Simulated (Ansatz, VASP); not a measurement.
# SbMo2N: VASP beside Ansatz, part 2 of 3

Aim: how closely do two programs agree when they are given the same cell, functional and k mesh? The cell is invented: As first built, before any earlier steps moved the atoms (in the runner's words): it takes the MoP structure with some of its atoms replaced by other elements, volume scaled by an estimate. It may not be a known or stable phase. The cell is taken from a series of VASP runs on this material, whose earlier steps may have relaxed, scaled or displaced it; both programs get it as it stands.

VASP 6.6.1 and Ansatz 0.2.0.

So far: The structure; Ansatz: zone-centre phonons, PBE.

**3. VASP: zone-centre phonons, PBE**

Level of this step: PBE, no spin polarisation; plane waves and PAW (Sb, Mo_sv, N); invented cell (VASP).

The same cell, functional, mesh and smearing now go to VASP, with its own data sets and cutoff.

Lines of VASP's logs that name or quote its potential files are left out, and so is its time.

INCAR reads:

```
SYSTEM = SbMo2N
PREC = Accurate
ENCUT = 520
EDIFF = 1E-08
NELM = 100
ISMEAR = -1
SIGMA = 0.05
LREAL = .FALSE.
ALGO = Normal
GGA = PE
NBANDS = 25
LORBIT = 11
LWAVE = .FALSE.
LCHARG = .FALSE.
KPAR = 2
IBRION = 8
ISIF = 2
```

POSCAR reads:

```
SbMo2N
1.0
    3.1132811107      0.0000000000      0.0000000000
   -1.5566405554      2.6961806140      0.0000000000
    0.0000000000      0.0000000000      6.9188880860
Sb Mo N
1 2 1
Direct
    0.3333333300      0.6666666700      0.0000000000
    0.0000000000      0.0000000000      0.3111528614
    0.0000000000      0.0000000000      0.6888471386
    0.3333333300      0.6666666700      0.5000000000
```

KPOINTS reads:

```
Automatic mesh
0
Gamma
8 8 4
0 0 0
```

PAW data sets: Sb, Mo_sv and N (PBE family, release 64).

Run with:

```sh
$ mpirun -np 2 vasp_std
```

The program printed:

```text
[banner, memory and clock lines left out]
running    2 mpi-ranks, on    1 nodes
 distrk:  each k-point on    1 cores,    2 groups
 distr:  one band on    1 cores,    1 groups

 POSCAR found type information on POSCAR SbMoN
 POSCAR found :  3 types and       4 ions
 LDA part: xc-table for (Slater+PW92), standard interpolation
 POSCAR, INCAR and KPOINTS ok, starting setup
 FFT: planning ... GRIDC
 FFT: planning ... GRID_SOFT
 FFT: planning ... GRID
 WAVECAR not read
 entering main loop
       N       E                     dE             d eps       ncg     rms          rms(c)
DAV:   1     0.384438454143E+03    0.38444E+03   -0.22251E+04  1532   0.150E+03
DAV:   2    -0.218472685906E+02   -0.40629E+03   -0.40038E+03  1825   0.436E+02
DAV:   3    -0.368645457011E+02   -0.15017E+02   -0.14778E+02  1864   0.855E+01
DAV:   4    -0.371214777331E+02   -0.25693E+00   -0.25605E+00  1770   0.118E+01
DAV:   5    -0.371257326350E+02   -0.42549E-02   -0.42467E-02  1821   0.153E+00    0.265E+01
DAV:   6    -0.343084452388E+02    0.28173E+01   -0.21599E+01  1747   0.286E+01    0.797E+00
DAV:   7    -0.338460435704E+02    0.46240E+00   -0.29293E+00  1773   0.102E+01    0.596E+00
DAV:   8    -0.337808216907E+02    0.65222E-01   -0.42594E-01  1617   0.450E+00    0.543E-01
DAV:   9    -0.337793775065E+02    0.14442E-02   -0.29898E-02  1850   0.982E-01    0.266E-01
DAV:  10    -0.337790720331E+02    0.30547E-03   -0.24529E-03  1809   0.414E-01    0.960E-02
DAV:  11    -0.337791017734E+02   -0.29740E-04   -0.27085E-04  1987   0.140E-01    0.384E-02
DAV:  12    -0.337791142371E+02   -0.12464E-04   -0.85664E-05  1775   0.563E-02    0.181E-02
DAV:  13    -0.337791109034E+02    0.33338E-05   -0.15476E-05  1875   0.222E-02    0.514E-03
DAV:  14    -0.337791106689E+02    0.23445E-06   -0.11425E-06  1772   0.736E-03    0.267E-03
DAV:  15    -0.337791106278E+02    0.41104E-07   -0.13248E-07  1802   0.247E-03    0.558E-04
DAV:  16    -0.337791106031E+02    0.24767E-07   -0.22462E-08  1212   0.875E-04    0.130E-04
DAV:  17    -0.337791105977E+02    0.53187E-08   -0.15926E-09   825   0.294E-04
   1 F= -.33779111E+02 E0= -.33771908E+02  d E =-.144062E-01
 Linear response reoptimize wavefunctions to high precision
DAV:   1    -0.337791105975E+02    0.21737E-09   -0.43683E-10   855   0.158E-04
DAV:   2    -0.337791105975E+02   -0.81855E-11   -0.74975E-11   800   0.544E-05
 Linear response DOF=           6
 Linear response progress:
  Degree of freedom:   1/  6
       N       E                     dE             d eps       ncg     rms          rms(c)
RMM:   1    -0.172057021178E-01   -0.17206E-01   -0.30802E-02  7959   0.103E+00
RMM:   2    -0.163370945331E-01    0.86861E-03   -0.29705E-03  8628   0.185E-01    0.474E-02
RMM:   3    -0.163098555590E-01    0.27239E-04   -0.21199E-04  8916   0.512E-02    0.268E-02
RMM:   4    -0.162889901717E-01    0.20865E-04   -0.30676E-05  8694   0.252E-02    0.632E-03
RMM:   5    -0.162808929708E-01    0.80972E-05   -0.40979E-06  9301   0.694E-03    0.114E-03
RMM:   6    -0.162792590425E-01    0.16339E-05   -0.73577E-07  9822   0.212E-03    0.399E-04
RMM:   7    -0.162790662902E-01    0.19275E-06    0.76488E-09  9533   0.540E-04    0.452E-05
RMM:   8    -0.162791820443E-01   -0.11575E-06   -0.42482E-08  9733   0.180E-04    0.252E-05
RMM:   9    -0.162792535610E-01   -0.71517E-07    0.14625E-08  9995   0.783E-05    0.138E-05
RMM:  10    -0.162793330922E-01   -0.79531E-07   -0.67907E-09 10044   0.551E-05    0.180E-06
RMM:  11    -0.162793357055E-01   -0.26133E-08   -0.71219E-09  9979   0.424E-05    0.872E-07
 first order change of Fermi-energy  -0.61665E-04
 force on displaced ion       1 direction 1 :  -5.429  -0.000   0.000
 Linear response progress:
  Degree of freedom:   2/  6
       N       E                     dE             d eps       ncg     rms          rms(c)
RMM:   1    -0.542585652490E-01   -0.54259E-01   -0.87334E-03  4071   0.138E+00
RMM:   2    -0.486502142425E-01    0.56084E-02   -0.86009E-03  2738   0.338E-01    0.268E-01
RMM:   3    -0.526910339120E-01   -0.40408E-02   -0.89235E-03  3093   0.438E-01    0.515E-01
RMM:   4    -0.476947837206E-01    0.49963E-02   -0.40299E-03  2718   0.293E-01    0.126E-01
RMM:   5    -0.478565921612E-01   -0.16181E-03   -0.38827E-04  2733   0.125E-01    0.237E-02
RMM:   6    -0.478283857606E-01    0.28206E-04   -0.25975E-05  2744   0.369E-02    0.634E-03
RMM:   7    -0.478377992740E-01   -0.94135E-05    0.31449E-07  3260   0.129E-02    0.204E-03
RMM:   8    -0.478449061430E-01   -0.71069E-05    0.26405E-07  2966   0.328E-03    0.127E-03
RMM:   9    -0.478447559234E-01    0.15022E-06    0.35797E-07  2992   0.138E-03    0.263E-04
RMM:  10    -0.478449979281E-01   -0.24200E-06   -0.20980E-08  3381   0.504E-04    0.109E-04
RMM:  11    -0.478452481792E-01   -0.25025E-06    0.21678E-08  3078   0.182E-04    0.230E-05
RMM:  12    -0.478452638535E-01   -0.15674E-07   -0.61195E-08  3423   0.896E-05    0.118E-05
RMM:  13    -0.478452576870E-01    0.61666E-08    0.14055E-07  3312   0.607E-05    0.186E-06
RMM:  14    -0.478452621815E-01   -0.44945E-08    0.37848E-07  3389   0.525E-05    0.671E-07
RMM:  15    -0.478452648613E-01   -0.26798E-08    0.57260E-08  2822   0.504E-05    0.403E-07
 first order change of Fermi-energy  -0.56456E-03
 force on displaced ion       1 direction 3 :  -0.000  -0.000 -11.105
 Linear response progress:
  Degree of freedom:   3/  6
       N       E                     dE             d eps       ncg     rms          rms(c)
RMM:   1    -0.766554547975E+00   -0.76655E+00    0.37783E+00  6921   0.193E+01
RMM:   2    -0.561649818264E+00    0.20490E+00   -0.30635E-01  9984   0.353E+00    0.173E-01
RMM:   3    -0.561175751437E+00    0.47407E-03   -0.10042E-02 12770   0.556E-01    0.961E-02
RMM:   4    -0.560320189956E+00    0.85556E-03   -0.11579E-03 14563   0.193E-01    0.391E-02
RMM:   5    -0.560133058001E+00    0.18713E-03   -0.21147E-04 15449   0.660E-02    0.599E-03
RMM:   6    -0.560215623991E+00   -0.82566E-04   -0.68733E-05 14491   0.236E-02    0.216E-03
RMM:   7    -0.560245663323E+00   -0.30039E-04   -0.27940E-05 14603   0.111E-02    0.176E-03
RMM:   8    -0.560273988710E+00   -0.28325E-04   -0.12757E-05 13484   0.651E-03    0.968E-04
RMM:   9    -0.560289727841E+00   -0.15739E-04   -0.59424E-06 14135   0.359E-03    0.130E-04
RMM:  10    -0.560287084391E+00    0.26434E-05   -0.30856E-06 14919   0.199E-03    0.112E-04
RMM:  11    -0.560287849695E+00   -0.76530E-06   -0.18878E-06 15170   0.117E-03    0.939E-05
RMM:  12    -0.560289681005E+00   -0.18313E-05   -0.98672E-07 14142   0.815E-04    0.485E-05
RMM:  13    -0.560290902448E+00   -0.12214E-05   -0.71210E-07 14593   0.583E-04    0.116E-05
RMM:  14    -0.560291172344E+00   -0.26990E-06   -0.43753E-07 16059   0.401E-04    0.658E-06
[...]
RMM:  23    -0.560291596868E+00   -0.28271E-07   -0.16990E-07 14480   0.186E-04    0.571E-07
RMM:  24    -0.560291613931E+00   -0.17062E-07   -0.19435E-07 15174   0.185E-04    0.196E-07
RMM:  25    -0.560291605304E+00    0.86262E-08   -0.14276E-07 13102   0.184E-04    0.418E-07
RMM:  26    -0.560291608215E+00   -0.29106E-08   -0.20478E-07 12598   0.184E-04    0.297E-07
RMM:  27    -0.560291606497E+00    0.17180E-08   -0.14349E-07 12470   0.184E-04    0.451E-07
RMM:  28    -0.560291607351E+00   -0.85429E-09   -0.21101E-07 12456   0.183E-04    0.410E-07
RMM:  29    -0.560291607886E+00   -0.53487E-09   -0.18184E-07 12441   0.183E-04    0.480E-07
RMM:  30    -0.560291608329E+00   -0.44285E-09   -0.20841E-07 12421   0.183E-04    0.442E-07
 first order change of Fermi-energy  -0.48916E-04
 force on displaced ion       2 direction 1 :  -8.599   0.001  -0.001
 Linear response progress:
  Degree of freedom:   4/  6
       N       E                     dE             d eps       ncg     rms          rms(c)
RMM:   1    -0.899730320915E+00   -0.89973E+00    0.42887E+00  1859   0.197E+01
RMM:   2    -0.701625201277E+00    0.19811E+00   -0.31846E-01  2660   0.336E+00    0.332E-01
RMM:   3    -0.703114198006E+00   -0.14890E-02   -0.14859E-02  3098   0.633E-01    0.339E-01
RMM:   4    -0.701007319963E+00    0.21069E-02   -0.29156E-03  2973   0.283E-01    0.164E-01
RMM:   5    -0.700503769756E+00    0.50355E-03   -0.67168E-04  3060   0.128E-01    0.626E-02
RMM:   6    -0.700392549122E+00    0.11122E-03   -0.10402E-04  3405   0.529E-02    0.239E-02
RMM:   7    -0.700366748052E+00    0.25801E-04   -0.40954E-05  3738   0.251E-02    0.572E-03
RMM:   8    -0.700367961919E+00   -0.12139E-05   -0.10346E-05  3449   0.933E-03    0.247E-03
RMM:   9    -0.700376451123E+00   -0.84892E-05   -0.58849E-06  3459   0.488E-03    0.738E-04
RMM:  10    -0.700379312630E+00   -0.28615E-05   -0.12419E-06  3760   0.240E-03    0.469E-04
RMM:  11    -0.700380999763E+00   -0.16871E-05   -0.11237E-06  3614   0.127E-03    0.120E-04
RMM:  12    -0.700381316707E+00   -0.31694E-06   -0.25711E-07  3932   0.693E-04    0.454E-05
RMM:  13    -0.700381276614E+00    0.40093E-07    0.17833E-07  3682   0.440E-04    0.222E-05
RMM:  14    -0.700381452906E+00   -0.17629E-06    0.39218E-07  3892   0.325E-04    0.143E-05
[...]
RMM:  37    -0.700381822491E+00    0.29553E-09    0.86084E-07  2585   0.171E-04    0.244E-07
RMM:  38    -0.700381822891E+00   -0.40025E-09    0.82267E-07  2580   0.171E-04    0.332E-07
RMM:  39    -0.700381822987E+00   -0.96385E-10    0.86054E-07  2590   0.171E-04    0.250E-07
RMM:  40    -0.700381823660E+00   -0.67267E-09    0.83733E-07  2546   0.171E-04    0.324E-07
RMM:  41    -0.700381822991E+00    0.66885E-09    0.87509E-07  2529   0.171E-04    0.257E-07
RMM:  42    -0.700381823037E+00   -0.46085E-10    0.81936E-07  2522   0.171E-04    0.342E-07
RMM:  43    -0.700381823461E+00   -0.42351E-09    0.85153E-07  2526   0.171E-04    0.258E-07
RMM:  44    -0.700381824339E+00   -0.87824E-09    0.82101E-07  2562   0.171E-04    0.299E-07
 first order change of Fermi-energy   0.88451E+00
 force on displaced ion       2 direction 3 :   0.000   0.000 -16.371
 Linear response progress:
  Degree of freedom:   5/  6
       N       E                     dE             d eps       ncg     rms          rms(c)
RMM:   1    -0.239809611905E+00   -0.23981E+00    0.80409E-02 10920   0.221E+00
RMM:   2    -0.225299272778E+00    0.14510E-01   -0.15221E-02  8297   0.528E-01    0.199E-01
RMM:   3    -0.226376275341E+00   -0.10770E-02   -0.22027E-03  8509   0.151E-01    0.111E-01
RMM:   4    -0.227515099386E+00   -0.11388E-02   -0.39727E-04  8474   0.901E-02    0.225E-02
RMM:   5    -0.227543740911E+00   -0.28642E-04   -0.45114E-05  9809   0.252E-02    0.492E-03
RMM:   6    -0.227517980120E+00    0.25761E-04   -0.18208E-06  9766   0.603E-03    0.151E-03
RMM:   7    -0.227513202301E+00    0.47778E-05   -0.99395E-07  9145   0.190E-03    0.292E-04
RMM:   8    -0.227515051558E+00   -0.18493E-05   -0.40934E-07 10205   0.627E-04    0.926E-05
RMM:   9    -0.227515059182E+00   -0.76241E-08    0.32507E-08  9595   0.249E-04    0.150E-05
 first order change of Fermi-energy  -0.34011E-04
 force on displaced ion       4 direction 1 :  -7.785  -0.001   0.000
 Linear response progress:
  Degree of freedom:   6/  6
       N       E                     dE             d eps       ncg     rms          rms(c)
[... the rest is left out ...]
```

[end of part 2 of 3]

[Lines on the potential files, build, host, timing and source positions are cut from VASP's logs without a mark.]

[Logs are printed without paths, hosts, clocks, repeated set-up lines and the standing remarks that a program may print on its own settings, such as how far it seeks lower states.]

[Hosts, paths, dates, database ids (printed as entryN), source tags and the programs' standing remarks are cut or masked in the printed files.]
